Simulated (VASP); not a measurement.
Consider the following.

```yaml
crystal:
  lattice:
    - [4.17612, 0.00000, 0.00000]
    - [0.00000, 4.17612, 0.00000]
    - [0.00000, 0.00000, 4.17612]
  atoms:
    - { symbol: Ba, position: [0.00000, 0.00000, 0.00000] }
    - { symbol: Hf, position: [0.50000, 0.50000, 0.50000] }
    - { symbol: O, position: [0.50000, 0.00000, 0.50000] }
    - { symbol: O, position: [0.00000, 0.50000, 0.50000] }
    - { symbol: O, position: [0.50000, 0.50000, 0.00000] }
```

Method: optB86b-vdW, VASP's PBE PAW potentials (set 64) (plane waves; VASP 6.6.1). Numerical set-up: 520 eV cut-off, 6×6×6 Γ-centred mesh, tetrahedra with Blöchl corrections, potentials Ba_sv Hf_pv O.

Unless said otherwise, spin-orbit coupling is left out, though it shifts the bands of the heavy elements here.

Estimate the energy per atom (σ→0), band gap (on the k-mesh) with the smallest direct gap where there is one.

The band gap (on the k-mesh) is 3.58 eV. The smallest direct gap (on the k-mesh) comes out as 3.80 eV and the energy per atom (σ→0) is -7.015 eV/atom.

Total energies compare only between runs with the same potentials, cut-off and functional.

The compound is BaHfO3 in the cubic perovskite structure. It was relaxed first.
